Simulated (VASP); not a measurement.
Here is the system:

```
CELL_PARAMETERS angstrom
     -2.18074     2.18074     3.32822
      2.18074    -2.18074     3.32822
      2.18074     2.18074    -3.32822
ATOMIC_POSITIONS crystal
  B  0.75000 0.25000 0.50000
  P  0.00000 0.00000 0.00000
  O  0.38462 0.26355 0.39443
  O  0.86912 0.99018 0.60557
  O  0.00982 0.61538 0.87893
  O  0.73645 0.13088 0.12107
```

The numbers are results of r2SCAN meta-GGA, VASP's PBE PAW potentials (set 64) (plane waves; VASP 6.6.1), not measurements. Numerical set-up: 520 eV cut-off, 8×8×8 Γ-centred mesh, tetrahedra with Blöchl corrections, potentials B P O.

The cores are frozen, which limits the accuracy of field gradients.

Give the principal components of the electric field gradient (V/Å²) and the asymmetry η at each nucleus.

```csv
atom,Vxx,Vyy,Vzz,η
B1,0.3,0.3,-0.6,0.00
P2,1.6,1.6,-3.3,0.00
O3,-79.8,-40.7,120.6,0.33
O4,-79.8,-40.7,120.6,0.33
O5,-79.8,-40.7,120.6,0.33
O6,-79.8,-40.7,120.6,0.33
```

The compound is BPO4 in the sg82 structure. It was relaxed first.
